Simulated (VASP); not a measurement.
A VASP calculation is set up with these files.

### POSCAR
```
NiSi2
1.0
  0.0000000000   2.7208085312   2.7208085312
  2.7208085312   0.0000000000   2.7208085312
  2.7208085312   2.7208085312   0.0000000000
Si Ni
2 1
direct
  0.2500000000   0.2500000000   0.2500000000
  0.7500000000   0.7500000000   0.7500000000
  0.0000000000   0.0000000000   0.0000000000
```

### INCAR
```
AGGAC = 0.0
ALGO = Normal
EDIFF = 1E-7
ENCUT = 520
GGA = MK
ISIF = 2
ISMEAR = -5
LASPH = .True.
LCHARG = .True.
LEFG = .True.
LMAXMIX = 4
LORBIT = 11
LREAL = .False.
LUSE_VDW = .True.
LWAVE = .False.
NEDOS = 601
NELM = 100
PARAM1 = 0.1234568
PARAM2 = 0.7114
PREC = Accurate
SYSTEM = NiSi2
ZAB_VDW = -1.8867
```

File KPOINTS:
```
Regular mesh
0
Gamma
  11 11 11
0 0 0
```

POTCAR, in this order: Si Ni (PBE.64 set). Program: vasp_std.

**Question.** Write an equivalent input for Quantum ESPRESSO's pw.x.

**Answer.** One equivalent input (not run):
```
&CONTROL
  calculation = 'scf'
  pseudo_dir = './pseudo'
  outdir = './out'
  tprnfor = .true.
  tstress = .true.
/
&SYSTEM
  ibrav = 0
  nat = 3
  ntyp = 2
  ecutwfc = 98
  occupations = 'tetrahedra'
  input_dft = 'vdw-df2-b86r'
/
&ELECTRONS
  conv_thr = 7.3e-09
  electron_maxstep = 100
/
ATOMIC_SPECIES
  Si 28.085 Si.upf
  Ni 58.693 Ni.upf
CELL_PARAMETERS angstrom
     0.0000000    2.7208085    2.7208085
     2.7208085    0.0000000    2.7208085
     2.7208085    2.7208085    0.0000000
ATOMIC_POSITIONS crystal
  Si   0.2500000  0.2500000  0.2500000
  Si   0.7500000  0.7500000  0.7500000
  Ni   0.0000000  0.0000000  0.0000000
K_POINTS automatic
  11 11 11 0 0 0
```
The two are equivalent in intent, not identical: the potentials are each code's own (VASP's PAW set, PseudoDojo norm-conserving files in pw.x), so ENCUT and ecutwfc are chosen apart and not converted; conv_thr bounds pw.x's estimated SCF error, while EDIFF bounds the energy change between steps; the field gradients of LEFG aren't asked of the other code.

The compound is NiSi2 in the fluorite structure. It was relaxed first.
